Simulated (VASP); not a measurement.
An input for Quantum ESPRESSO's pw.x (written as the equivalent of a VASP run, and not itself run):

```
&CONTROL
  calculation = 'scf'
  pseudo_dir = './pseudo'
  outdir = './out'
  tprnfor = .true.
  tstress = .true.
/
&SYSTEM
  ibrav = 0
  nat = 5
  ntyp = 3
  ecutwfc = 86
  occupations = 'smearing'
  smearing = 'gaussian'
  degauss = 0.000735
  input_dft = 'pbesol'
/
&ELECTRONS
  conv_thr = 7.3e-08
  electron_maxstep = 100
/
ATOMIC_SPECIES
  Bi 208.980 Bi.upf
  Te 127.600 Te.upf
  Se 78.971 Se.upf
CELL_PARAMETERS angstrom
     2.1385350    1.2346840   10.5654600
    -2.1385350    1.2346840   10.5654600
     0.0000000   -2.4693680   10.5654600
ATOMIC_POSITIONS crystal
  Bi   0.4006230  0.4006230  0.4006230
  Bi   0.5993770  0.5993770  0.5993770
  Te   0.0000000  0.0000000  0.0000000
  Se   0.7818070  0.7818070  0.7818070
  Se   0.2181930  0.2181930  0.2181930
K_POINTS automatic
  4 4 4 0 0 0
```

### Question
Translate this input to VASP (INCAR, KPOINTS, POSCAR, choice of POTCAR).

### Answer
This is not unique; one that fits is 
**POSCAR**
```
Bi2TeSe2
1
    2.1385350000     1.2346840000    10.5654600000
   -2.1385350000     1.2346840000    10.5654600000
    0.0000000000    -2.4693680000    10.5654600000
Bi Te Se
2 1 2
Direct
  0.4006230000   0.4006230000   0.4006230000
  0.5993770000   0.5993770000   0.5993770000
  0.0000000000   0.0000000000   0.0000000000
  0.7818070000   0.7818070000   0.7818070000
  0.2181930000   0.2181930000   0.2181930000
```

INCAR:
```
SIGMA = 0.01
PREC = Accurate
LREAL = .FALSE.   ! projection in real space or not
SYSTEM = Bi2TeSe2
ISIF = 2   ! forces and stress, cell fixed
ENCUT = 300
LASPH = .TRUE.
LCHARG = .FALSE.
GGA = PS   ! PBEsol
ALGO = Normal
LWAVE = .FALSE.
EDIFF = 1E-6   ! SCF stop (eV)
LMAXMIX = 4   ! l cut-off of mixed one-centre charges
ISMEAR = 0
NELM = 100   ! most electronic steps
```

KPOINTS:
```
Automatic
0
G
 4 4 4
```

POTCAR, in this order: Bi_d Te Se (PBE.64 set). Program: vasp_std.

Limits of the translation: the potentials are each code's own (VASP's PAW set, PseudoDojo norm-conserving files in pw.x), so ENCUT and ecutwfc are chosen apart and not converted; conv_thr bounds pw.x's estimated SCF error, while EDIFF bounds the energy change between steps.

The structure comes from a computed database's Bi2TeSe2 entry (R-3m); how it stands against other phases isn't given here. The cell was not relaxed at this level. The k-mesh is coarse (spacing up to 0.43 per Å, 2π included), so the numbers may not be converged in it.
